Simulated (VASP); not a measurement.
Input:

```
CELL_PARAMETERS angstrom
      0.00000     3.19061     3.19061
      3.19061     0.00000     3.19061
      3.19061     3.19061     0.00000
ATOMIC_POSITIONS crystal
  Zr 0.00000 0.00000 0.00000
  Ge 0.25000 0.25000 0.25000
  Ge 0.75000 0.75000 0.75000
```

Computed with PBEsol GGA, VASP's PBE PAW potentials (set 64) (plane waves; VASP). Numerical set-up: 400 eV cut-off, 9×9×9 Γ-centred mesh, tetrahedra with Blöchl corrections, potentials Zr_sv Ge_d.

Question: Estimate the energy per atom (σ→0), band gap (on the k-mesh) with the smallest direct gap where there is one.

Answer: 
| Quantity | Result |
|---|---|
| band gap (on the k-mesh) | none (metal, semimetal or under 0.01 eV) |
| energy per atom (σ→0) | -6.288 eV/atom |

Total energies compare only between runs with the same potentials, cut-off and functional.

The structure was generated: ZrGe2 was put into the fluorite type (Fm-3m), which need not be its known phase. It was relaxed first, which changed the volume by -11 %.
